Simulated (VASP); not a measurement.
An input for Quantum ESPRESSO's pw.x (written as the equivalent of a VASP run, and not itself run):

```
&CONTROL
  calculation = 'vc-relax'
  pseudo_dir = './pseudo'
  outdir = './out'
  tprnfor = .true.
  tstress = .true.
  nstep = 60
  forc_conv_thr = 0.00078
/
&SYSTEM
  ibrav = 0
  nat = 8
  ntyp = 3
  ecutwfc = 82.3
  occupations = 'smearing'
  smearing = 'gaussian'
  degauss = 0.003675
  input_dft = 'pbesol'
/
&ELECTRONS
  conv_thr = 7.3e-08
  electron_maxstep = 100
/
&IONS
/
&CELL
/
ATOMIC_SPECIES
  In 114.818 In.upf
  Ag 107.868 Ag.upf
  Te 127.600 Te.upf
CELL_PARAMETERS angstrom
    -3.2191686    3.2191686    6.3626841
     3.2191686   -3.2191686    6.3626841
     3.2191686    3.2191686   -6.3626841
ATOMIC_POSITIONS crystal
  In   0.5000000  0.5000000  0.0000000
  In   0.2500000  0.7500000  0.5000000
  Ag   0.0000000  0.0000000  0.0000000
  Ag   0.7500000  0.2500000  0.5000000
  Te   0.3750000  0.3663208  0.4913208
  Te   0.6336792  0.1250000  0.0086792
  Te   0.8750000  0.8836792  0.5086792
  Te   0.1163208  0.6250000  0.9913208
K_POINTS automatic
  5 5 5 0 0 0
```

Question: Translate this input to VASP (INCAR, KPOINTS, POSCAR, choice of POTCAR).

Answer: This is not unique; one that fits is 
**KPOINTS**
```
Automatic mesh
0
Gamma
5 5 5
0 0 0
```

**INCAR**
```
! general
SYSTEM  = InAgTe2
PREC    = Accurate
ENCUT   = 400   ! plane-wave cut-off (eV)
LREAL   = .FALSE.
LASPH   = .TRUE.

! electronic loop
EDIFF   = 1E-6
NELM    = 100   ! most electronic steps
ALGO    = Normal
LMAXMIX = 4   ! l cut-off of mixed one-centre charges

! smearing
ISMEAR  = 0   ! Gaussian
SIGMA   = 0.05   ! width (eV)

! functional
GGA     = PS   ! PBEsol

! ions
IBRION  = 2
NSW     = 60
ISIF    = 3   ! ions, shape and volume
EDIFFG  = -0.02   ! ionic stop

! output
LWAVE   = .FALSE.
LCHARG  = .FALSE.
```

### POSCAR
```
InAgTe2
1
   -3.2191686355     3.2191686355     6.3626841271
    3.2191686355    -3.2191686355     6.3626841271
    3.2191686355     3.2191686355    -6.3626841271
In Ag Te
2 2 4
Direct
  0.5000000000   0.5000000000   0.0000000000
  0.2500000000   0.7500000000   0.5000000000
  0.0000000000   0.0000000000   0.0000000000
  0.7500000000   0.2500000000   0.5000000000
  0.3750000000   0.3663208013   0.4913208013
  0.6336791987   0.1250000000   0.0086791987
  0.8750000000   0.8836791987   0.5086791987
  0.1163208013   0.6250000000   0.9913208013
```

POTCAR, in this order: In_d Ag Te (PBE.64 set). Program: vasp_std.

What does not carry over: the potentials are each code's own (VASP's PAW set, PseudoDojo norm-conserving files in pw.x), so ENCUT and ecutwfc are chosen apart and not converted; conv_thr bounds pw.x's estimated SCF error, while EDIFF bounds the energy change between steps; forc_conv_thr acts on force components and is met together with etot_conv_thr.

The structure comes from a computed database's InAgTe2 entry (I-42d); how it stands against other phases isn't given here. It was relaxed first. The start is the result of an earlier pass.
